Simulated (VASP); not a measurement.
An input for Ansatz (written as the equivalent of a VASP run, and not itself run):

Ansatz 0.2 input:
```yaml
crystal:
  lattice:
    - [0.0000000, 3.2727631, 3.2727631]
    - [3.2727631, 0.0000000, 3.2727631]
    - [3.2727631, 3.2727631, 0.0000000]
  atoms:
    - { symbol: Cd, position: [0.0000000, 0.0000000, 0.0000000] }
    - { symbol: Te, position: [0.2500000, 0.2500000, 0.2500000] }
kpoints:
  mp_grid: { grid: [6, 6, 6] }
hamiltonian:
  xc: r2scan
  pseudopotentials: { kind: paw }
scf:
  occupations: { method: gaussian, width: 0.05 }
  max_iter: 100
output: { forces: true, stress: true, eigenvalues: true }
```

Problem. Translate this input to VASP (INCAR, KPOINTS, POSCAR, choice of POTCAR).

Solution. Several could match; the one computed here: 
**POSCAR**
```
CdTe
1
    0.0000000000     3.2727631062     3.2727631062
    3.2727631062     0.0000000000     3.2727631062
    3.2727631062     3.2727631062     0.0000000000
Cd Te
1 1
Direct
  0.0000000000   0.0000000000   0.0000000000
  0.2500000000   0.2500000000   0.2500000000
```

**INCAR**
```
! general
SYSTEM  = CdTe
PREC    = Accurate
ENCUT   = 480
LREAL   = F
LASPH   = T

! electronic loop
EDIFF   = 1E-7
NELM    = 100
ALGO    = Normal
LMAXMIX = 4
LMIXTAU = T

! smearing
ISMEAR  = 0
SIGMA   = 0.05

! functional
METAGGA = R2SCAN

! ions
ISIF    = 2

! output
LWAVE   = F
LCHARG  = F
```

### KPOINTS
```
Automatic mesh
0
G
  6 6 6
0 0 0
```

POTCAR, in this order: Cd Te (PBE.64 set). Program: vasp_std.

Limits of the translation: each code has its own PAW files, so the cut-off isn't converted (ENCUT is set for VASP's; basis.ecutwfc is left out, and Ansatz then takes the one that its files recommend); Ansatz stops its SCF on the density residual and VASP on the energy change (EDIFF).

The compound is CdTe in the zinc blende structure. It was relaxed first.
